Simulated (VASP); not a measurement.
Given:

```yaml
crystal:
  lattice:
    - [0.00000, 2.64451, 2.64451]
    - [2.64451, 0.00000, 2.64451]
    - [2.64451, 2.64451, 0.00000]
  atoms:
    - { symbol: Cu, position: [0.00000, 0.00000, 0.00000] }
    - { symbol: Cl, position: [0.25000, 0.25000, 0.25000] }
```

The numbers are results of PBE GGA with D4 dispersion, VASP's PBE PAW potentials (set 64) (plane waves; VASP 6.6.1), not measurements. Settings: 520 eV cut-off, 9×9×9 Γ-centred mesh, Gaussian smearing of 0.050 eV, potentials Cu Cl.

### Question
Predict the energy per atom (σ→0), pressure, band gap (on the k-mesh) with the smallest direct gap where there is one.

### Answer

```
Property                                      Value
-----------------------------------  --------------
band gap (on the k-mesh)                    0.68 eV
smallest direct gap (on the k-mesh)         0.68 eV
energy per atom (σ→0)                -3460 meV/atom
pressure                                   1.91 GPa
```

The absolute energy has meaning only against runs of the same code, potentials and settings.

The compound is CuCl in the zinc blende structure. This cell is one point of a volume scan, at 0.97 of the reference volume.
